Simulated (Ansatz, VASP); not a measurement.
## SiBi2Te5 in VASP and in Ansatz

```xyz
8
Lattice="-3.9712 3.9712 4.3819 3.9712 -3.9712 4.3819 3.9712 3.9712 -4.3819" Properties=species:S:1:pos:R:3 pbc="T T T"
Si    0.0000    0.0000    0.1357
Bi    0.0000    3.9712    2.5779
Bi    3.9712    0.0000    2.5779
Te   -2.0838    2.0838    3.9556
Te    1.8874    1.8874   -0.4263
Te    2.0838    2.0838    3.9556
Te    2.0838   -2.0838    3.9556
Te    0.0000    0.0000    2.7497
```

Change from the starting cell: species swapped into the Sr2H5Rh type (I4mm, No. 107).

Alike in both runs: functional PBE; k mesh 3 × 3 × 3; occupations gaussian, width 0.2 eV; no spin polarisation.

Ansatz relaxed the structure, and its values are those at the end. VASP's run is a single point on that final structure, the one shown.

|  | VASP | Ansatz |
| --- | --- | --- |
| version | VASP 6.6.1 | Ansatz 0.2.0 |
| potentials or method | VASP PAW PBE potentials, release 64 (Si, Bi_d, Te) | scalar-relativistic, plane waves, PAW |
| plane-wave cutoff (eV) | 520 | 420 |
| valence electrons in the cell | 64 | 114 |

|  | VASP | Ansatz | Ansatz less VASP |
| --- | --- | --- | --- |
| gap on the k mesh at the Fermi level (eV) | none | none | - |
| pressure (GPa) | 0.2 | 0.2 | +0.01 |
| rms of the force components (eV/Å) | 0.019 | 0.018 | -0.0013 |

A gap of «none» marks a metal or a gap that the smearing closes. The two sets of potentials don't hold the same shells in valence.

Caveats: the k mesh is coarse (spacing up to 0.37 Å⁻¹), so the values aren't converged; spin-orbit coupling is left out, which moves the levels of the heavy elements.
